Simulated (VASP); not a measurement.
# Ni3Sn4 with LDA: from relaxation to properties, part 2 of 2

Aim: relax Ni3Sn4, then compute properties on the relaxed cell. The start is a cell from a database of measured crystal structures.

VASP 6.6.1; LDA, spin-polarised from a ferromagnetic start; plane waves and PAW (Ni, Sn_d).

Still holding for the runs below: The k-mesh is coarse for a metal.

So far. Step 8 (Volume scan with LDA, volume scale 0.96): The run ends at a pressure of 5.75 GPa, with forces up to 0.095 eV/Å.

### Step 9. Volume scan with LDA, volume scale 0.98 (continued)

The pressure falls from 5.75 to 2.74 GPa.

The run ends at a pressure of 2.74 GPa, with forces up to 0.042 eV/Å.

### Step 10. Volume scan with LDA, volume scale 1

Contents of INCAR:

```
SYSTEM = Ni3Sn4
PREC = Accurate
ENCUT = 400
EDIFF = 1E-06
NELM = 100
ISMEAR = 1
SIGMA = 0.2
LREAL = .FALSE.
ALGO = Normal
GGA = CA
NBANDS = 58
ISPIN = 2
MAGMOM = 1 1 1 0 0 0 0
LASPH = .TRUE.
LMAXMIX = 4
LORBIT = 11
LWAVE = .FALSE.
LCHARG = .FALSE.
KPAR = 4
ISIF = 2
```

Contents of POSCAR:

```
Ni3Sn4
1.0
    0.0000000000      3.9977407496      0.0000000000
   -1.3445199779      0.0000000000      4.9664037693
    5.9920969844     -1.9988703748     -0.0231644024
Ni Sn
3 4
Direct
    0.0000000000      0.0000000000      0.0000000000
    0.2155004518      0.3361600603      0.4310009037
    0.7844995482      0.6638399397      0.5689990963
    0.1712789825      0.8115491995      0.3425579650
    0.8287210175      0.1884508005      0.6574420350
    0.4278773484      0.6861292510      0.8557546968
    0.5721226516      0.3138707490      0.1442453032
```

Contents of KPOINTS:

```
Automatic mesh
0
Gamma
5 4 5
0 0 0
```

Potentials, in the order of the species: Ni and Sn_d (LDA family, release 64).

Started as:

```sh
$ mpirun -np 4 vasp_std
```

Elapsed: 45 s, on 4 MPI ranks of Intel Xeon 6975P-C (Granite Rapids), shared host; peak memory 1.3 GiB; 2.9 min of CPU time.

The pressure falls from 2.74 to 0.04 GPa.

The run ends at a pressure of 0.04 GPa, with forces up to 0.0076 eV/Å.

### Step 11. Volume scan with LDA, volume scale 1.02

INCAR is that of step 10.

POSCAR: that of step 10 with these lines changed.

```diff
@@ -2,5 +2,5 @@
 1.0
-    0.0000000000      3.9977407496      0.0000000000
-   -1.3445199779      0.0000000000      4.9664037693
-    5.9920969844     -1.9988703748     -0.0231644024
+    0.0000000000      4.0242166255      0.0000000000
+   -1.3534243432      0.0000000000      4.9992948190
+    6.0317809024     -2.0121083127     -0.0233178135
 Ni Sn
```

KPOINTS is that of step 10.

Started as:

```sh
$ mpirun -np 4 vasp_std
```

Elapsed: 45 s, on 4 MPI ranks; peak memory 1.3 GiB; 2.9 min of CPU time.

The pressure falls from 0.04 to -2.37 GPa.

The run ends at a pressure of -2.37 GPa, with forces up to 0.053 eV/Å.

### Step 12. Volume scan with LDA, volume scale 1.04

INCAR is that of step 11.

POSCAR: that of step 11 with these lines changed.

```diff
@@ -2,5 +2,5 @@
 1.0
-    0.0000000000      4.0242166255      0.0000000000
-   -1.3534243432      0.0000000000      4.9992948190
-    6.0317809024     -2.0121083127     -0.0233178135
+    0.0000000000      4.0503486345      0.0000000000
+   -1.3622130592      0.0000000000      5.0317586820
+    6.0709494083     -2.0251743172     -0.0234692321
 Ni Sn
```

KPOINTS is that of step 11.

Started as:

```sh
$ mpirun -np 4 vasp_std
```

Elapsed: 42 s, on 4 MPI ranks; peak memory 1.3 GiB.

The pressure falls from -2.37 to -4.49 GPa.

The run ends at a pressure of -4.49 GPa, with forces up to 0.096 eV/Å.

### Step 13. Volume scan with LDA, volume scale 1.06

A prediction first. A parabola through the 6 pressures of evenly scaled cells so far, P = 0.03 -127.7 t +318 t² GPa with t = ln(V/V₁) and V₁ the volume at scale 1, gives -6.33 GPa at t = +0.0583.

INCAR is that of step 12.

POSCAR: that of step 12 with these lines changed.

```diff
@@ -2,5 +2,5 @@
 1.0
-    0.0000000000      4.0503486345      0.0000000000
-   -1.3622130592      0.0000000000      5.0317586820
-    6.0709494083     -2.0251743172     -0.0234692321
+    0.0000000000      4.0761477290      0.0000000000
+   -1.3708898095      0.0000000000      5.0638089645
+    6.1096189185     -2.0380738645     -0.0236187217
 Ni Sn
```

KPOINTS is that of step 12.

Started as:

```sh
$ mpirun -np 4 vasp_std
```

It took 41 s on 4 MPI ranks; peak memory 1.3 GiB.

The pressure falls from -4.49 to -6.40 GPa. The parabola predicted -6.33 GPa, +0.07 GPa off.

### Step 14. Comparing the runs

Times are for 4 MPI ranks of Intel Xeon 6975P-C (Granite Rapids), shared host. Results by setting:

```csv
no.,volume scale,energy above the lowest point (meV/atom),pressure (GPa),time,memory (GiB)
1,0.94,29.01,9.161,40 s,1.2
2,0.96,12.73,5.751,40 s,1.2
3,0.98,3.31,2.743,43 s,1.3
4,1,0,0.03868,45 s,1.3
5,1.02,2.1,-2.369,45 s,1.3
6,1.04,9.02,-4.494,42 s,1.3
7,1.06,20.18,-6.403,41 s,1.3
```

### Step 15. Fit for LDA

This step: Birch-Murnaghan fit, LDA; plane waves and PAW (VASP 6.6.1).

No new run; the numbers come from the runs before.

Numbers from this step:

```yaml
pressure_derivative_of_the_bulk_modulus: 4.967
r_m_s_error_of_the_fit: 5.27e-6 eV/atom
minimum_inside_the_sampled_range: yes
bulk_modulus: 126.4 GPa
equilibrium_volume_of_the_fit: 17.01 Å³/atom
```

Table of energy above the fitted minimum by volume:

```csv
volume (Å³/atom),energy above the fitted minimum (eV/atom)
15.959,0.0290
16.299,0.0128
16.638,0.00333
16.978,2.3e-5
17.317,0.00212
17.657,0.00904
17.997,0.0202
```

The fitted volume lies +0.19 % from the relaxed one. At a finite cutoff and mesh the minimum of the energy and the zero of the stress don't quite coincide, and the relaxation stops at a threshold. The atoms bear forces along the scan, since they were held; freeing them would lower the modulus.

### Step 16. What came out

| Property | Result |
| --- | --- |
| relaxed volume | 16.98 Å³/atom |
| relaxed conventional cell a, b, c | 11.984, 3.998, 5.145 Å; angles 90.0, 105.4, 90.0° |
| space group after relaxing, within 0.02 Å | C2/m (No. 12) |
| moment of the cell (8×6×8 mesh) | 0 μB |
| band gap | none, a metal |
| DOS at the Fermi level | 2.77 states/eV/cell |
| bulk modulus from the fit | 126 GPa |
| volume from the fit | 17.0 Å³/atom |

In words: With LDA, Ni3Sn4 relaxes to 16.98 Å³/atom in space group C2/m, comes out as a metal, loses the moments it was started with and has a bulk modulus of 126 GPa at fixed shape and positions, an upper bound. Against the listed cell the volume lies -4.9 % (a -1.9 %, b -1.5 %, c -1.4 %). Bands along the symmetry lines (LDA): Of the bands kept, 4 cross the Fermi level on this path. Spin-orbit coupling is left out, and with elements this heavy it would split and shift bands near the Fermi level. The k-sampling is coarse for a metal, so the Fermi level, moments, pressures and the shape of the cell carry errors. Only the typed magnetic starts were tried, so the magnetic ground state may differ and with it the other results. No search among competing phases was made, and a listed structure need not be the one stable at ambient conditions. All values are for a static lattice at zero temperature.

[Lines on the potential files, build, host, timing and source positions are cut from VASP's logs without a mark.]

[Logs are printed without paths, hosts, clocks, repeated set-up lines and the standing remarks that a program may print on its own settings, such as how far it seeks lower states.]

[Hosts, paths, dates, database ids (printed as entryN), source tags and the programs' standing remarks are cut or masked in the printed files.]

[A measured line is paired with the nearest computed mode of its activity, which favours agreement.]
